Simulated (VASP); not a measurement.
Output of a VASP run:

File OUTCAR:
```
 ion  position               nearest neighbor table
   1  0.000  0.000  0.000-
   2  0.500  0.500  0.500-   3 2.91   4 2.91   5 2.91   5 2.91   3 2.91   4 2.91
   3  0.500  0.000  0.500-   2 2.91   2 2.91
   4  0.000  0.500  0.500-   2 2.91   2 2.91
   5  0.500  0.500  0.000-   2 2.91   2 2.91
  LATTYP: Found a simple cubic cell.
 ALAT       =     5.8120754836
 Subroutine PRICEL returns:
 Original cell was already a primitive cell.
 Subroutine GETGRP returns: Found 48 space group operations
The static configuration has the point symmetry O_h .
The dynamic configuration has the point symmetry O_h .
 Subroutine INISYM returns: Found 48 space group operations
 Subroutine IBZKPT returns following result:
 Found     10 irreducible k-points:

 Following reciprocal coordinates:
            Coordinates               Weight
  0.000000  0.000000  0.000000      1.000000
  0.250000  0.000000  0.000000      6.000000
  0.500000  0.000000  0.000000      3.000000
  0.250000  0.250000  0.000000     12.000000
  0.500000  0.250000  0.000000     12.000000
  0.500000  0.500000  0.000000      3.000000
  0.250000  0.250000  0.250000      8.000000
  0.500000  0.250000  0.250000     12.000000
  0.500000  0.500000  0.250000      6.000000
  0.500000  0.500000  0.500000      1.000000
   k-points           NKPTS =     10   k-points in BZ     NKDIM =     10   number of bands    NBANDS=     26
   number of dos      NEDOS =    301   number of ions     NIONS =      5
   total plane-waves  NPLWV = 110592
   dimension x,y,z NGX =    48 NGY =   48 NGZ =   48
   dimension x,y,z NGXF=    96 NGYF=   96 NGZF=   96
   ions per type =               1   1   3
   PREC   = accura    normal or accurate (medium, high low for compatibility)
   ISTART =      0    job   : 0-new  1-cont  2-samecut
   ICHARG =      2    charge: 1-file 2-atom 10-const
   ISPIN  =      1    spin polarized calculation?
   LNONCOLLINEAR =      F non collinear calculations
   LSORBIT =      F    spin-orbit coupling
   INIWAV =      1    electr: 0-lowe 1-rand  2-diag
   ENCUT  =  520.0 eV  38.22 Ry    6.18 a.u.  10.81 10.81 10.81*2*pi/ulx,y,z
   NELM   =    100;   NELMIN=  2; NELMDL= -5     # of ELM steps
   EDIFF  = 0.1E-06   stopping-criterion for ELM
   LREAL  =      F    real-space projection
   NLSPLINE    = F    spline interpolate recip. space projectors
   LMAXMIX     =    4 max onsite mixed and CHGCAR
   VOSKOWN=      0    Vosko Wilk Nusair interpolation
   EDIFFG = 0.1E-05   stopping-criterion for IOM
   NSW    =      0    number of steps for IOM
   NBLOCK =      1;   KBLOCK =      1    inner block; outer block
   IBRION =     -1    ionic relax: 0-MD 1-quasi-New 2-CG
   NFREE  =      0    steps in history (QN), initial steepest desc. (CG)
   ISIF   =      2    stress and relaxation
   ISYM   =      2    0-nonsym 1-usesym 2-fastsym
   TEIN   =    0.0    initial temperature
   TEBEG  =    0.0;   TEEND  =   0.0 temperature during run
   SMASS  =  -3.00    Nose mass-parameter (am)
   PSTRESS=    0.0 pullay stress
   NELECT =      44.0000    total number of electrons
   EFERMI =   0.00;   METHOD = LEGACY
   ISMEAR =     0;   SIGMA  =   0.05  broadening in eV -4-tet -1-fermi 0-gaus
   IALGO  =     38    algorithm
   LDIAG  =      T    sub-space diagonalisation (order eigenvalues)
   IMIX   =      4    mixing-type and parameters
     AMIX     =   0.40;   BMIX     =  1.00
     AMIX_MAG =   1.60;   BMIX_MAG =  1.00
     AMIN     =   0.10
   METAGGA = MS2    functional components
   VOSKOWN =     0    Vosko Wilk Nusair interpolation
   LHFCALC =     F    Hartree Fock is set to
   LHFONE  =     F    Hartree Fock one center treatment
   AEXX    =    0.0000 exact exchange contribution
   IVDW    =     0    specifies the selected vdW correction
   LEPSILON=     F    determine dielectric tensor
   LRPA    =     F    only Hartree local field effects (RPA)
  energy-cutoff  :      520.00
  volume of cell :      196.33
      direct lattice vectors                 reciprocal lattice vectors
...
```

**OSZICAR**
```
       N       E                     dE             d eps       ncg     rms          rms(c)
DAV:   1     0.405842724590E+03    0.40584E+03   -0.18129E+04   520   0.144E+03
DAV:   2     0.287487692594E+02   -0.37709E+03   -0.36904E+03   622   0.329E+02
DAV:   3    -0.138670966064E+02   -0.42616E+02   -0.42130E+02   628   0.121E+02
DAV:   4    -0.153574350864E+02   -0.14903E+01   -0.14739E+01   662   0.293E+01
DAV:   5    -0.153969421346E+02   -0.39507E-01   -0.39477E-01   672   0.391E+00    0.663E+00
DAV:   6    -0.387246359733E-01    0.15358E+02   -0.30213E+01   548   0.864E+01    0.375E+00
DAV:   7     0.572245161731E+01    0.57612E+01   -0.33413E+00   534   0.197E+01    0.243E+00
DAV:   8     0.292491609758E+01   -0.27975E+01   -0.33239E+00   520   0.160E+01    0.126E+00
DAV:   9     0.661333281854E+01    0.36884E+01   -0.17756E+00   520   0.128E+01    0.425E-01
DAV:  10     0.664739819213E+01    0.34065E-01   -0.13404E-01   540   0.426E+00    0.495E-01
DAV:  11     0.659550930455E+01   -0.51889E-01   -0.11165E-01   566   0.422E+00    0.181E-01
DAV:  12     0.658937714631E+01   -0.61322E-02   -0.13977E-02   712   0.119E+00    0.168E-01
DAV:  13     0.658923169735E+01   -0.14545E-03   -0.23240E-03   696   0.641E-01    0.106E-01
DAV:  14     0.658885190889E+01   -0.37979E-03   -0.76465E-03   592   0.112E+00    0.338E-02
DAV:  15     0.658703188068E+01   -0.18200E-02   -0.16862E-03   532   0.415E-01    0.221E-02
DAV:  16     0.658689972880E+01   -0.13215E-03   -0.42207E-05   624   0.547E-02    0.173E-02
DAV:  17     0.658689720443E+01   -0.25244E-05   -0.32388E-05   668   0.750E-02    0.272E-03
DAV:  18     0.658689617335E+01   -0.10311E-05   -0.11070E-05   540   0.379E-02    0.244E-03
DAV:  19     0.658689018760E+01   -0.59858E-05   -0.28494E-06   544   0.165E-02    0.127E-03
DAV:  20     0.658688868075E+01   -0.15068E-05   -0.10322E-06   640   0.125E-02    0.719E-04
DAV:  21     0.658688799675E+01   -0.68401E-06   -0.33892E-07   570   0.709E-03    0.281E-04
DAV:  22     0.658688790878E+01   -0.87962E-07   -0.33430E-08   396   0.183E-03
   1 F= 0.65868879E+01 E0= 0.65868879E+01  d E =-.306791E-11
```

**OUTCAR**
```
------------------------ aborting loop because EDIFF is reached ----------------------------------------
  FORCE on cell =-STRESS in cart. coord.  units (eV):
  Direction    XX          YY          ZZ          XY          YZ          ZX
  --------------------------------------------------------------------------------------
  Total        1.8625223      1.8625223      1.8625223     -0.0000000     -0.0000000      0.0000000
  in kB       15.1991155     15.1991155     15.1991155     -0.0000000     -0.0000000      0.0000000
  external PRESSURE =      15.1991155 kB  Pullay stress =       0.0000000 kB
  volume of cell :      196.33
      direct lattice vectors                 reciprocal lattice vectors
     5.812075484  0.000000000  0.000000000     0.172055577  0.000000000  0.000000000
     0.000000000  5.812075484  0.000000000     0.000000000  0.172055577  0.000000000
     0.000000000  0.000000000  5.812075484     0.000000000  0.000000000  0.172055577
 POSITION                                       TOTAL-FORCE (eV/Angst)
 -----------------------------------------------------------------------------------
      0.00000      0.00000      0.00000         0.000000      0.000000      0.000000
      2.90604      2.90604      2.90604         0.000000      0.000000      0.000000
      2.90604      0.00000      2.90604         0.000000      0.000000      0.000000
      0.00000      2.90604      2.90604         0.000000      0.000000      0.000000
      2.90604      2.90604      0.00000         0.000000      0.000000      0.000000
 -----------------------------------------------------------------------------------
    total drift:                                0.000000     -0.000000     -0.000000
  FREE ENERGIE OF THE ION-ELECTRON SYSTEM (eV)
  ---------------------------------------------------
  free  energy   TOTEN  =         6.5868879088 eV

  energy  without entropy=        6.5868879088  energy(sigma->0) =        6.58688791
```
(Selected blocks of OUTCAR.)

### POSCAR
```
CsPbBr3
1
    5.8120754836     0.0000000000     0.0000000000
    0.0000000000     5.8120754836     0.0000000000
    0.0000000000     0.0000000000     5.8120754836
Cs Pb Br
1 1 3
Direct
  0.0000000000   0.0000000000   0.0000000000
  0.5000000000   0.5000000000   0.5000000000
  0.5000000000   0.0000000000   0.5000000000
  0.0000000000   0.5000000000   0.5000000000
  0.5000000000   0.5000000000   0.0000000000
```

Q: Reconstruct the remaining input files.

A: One answer among several that fit: the input of the run itself, MS2 meta-GGA, plane waves, VASP's PBE PAW potentials (set 64).

KPOINTS:
```
Automatic
0
gamma
 4 4 4
0 0 0
```

INCAR:
```
SYSTEM  =  CsPbBr3
PREC  =  Accurate; ENCUT  =  520; LREAL  =  F
LASPH  =  T
EDIFF  =  1E-7; NELM  =  100; ALGO  =  Normal
LMAXMIX  =  4; LMIXTAU  =  T
ISMEAR  =  0; SIGMA  =  0.05
METAGGA  =  MS2
ISIF  =  2
LWAVE  =  F; LCHARG  =  F
```

POTCAR, in this order: Cs_sv Pb_d Br (PBE.64 set). Program: vasp_std.

The compound is CsPbBr3 in the cubic perovskite structure, the ideal cubic form; the compound distorts at low or room temperature. This cell is one point of a volume scan, at 0.94 of the reference volume.
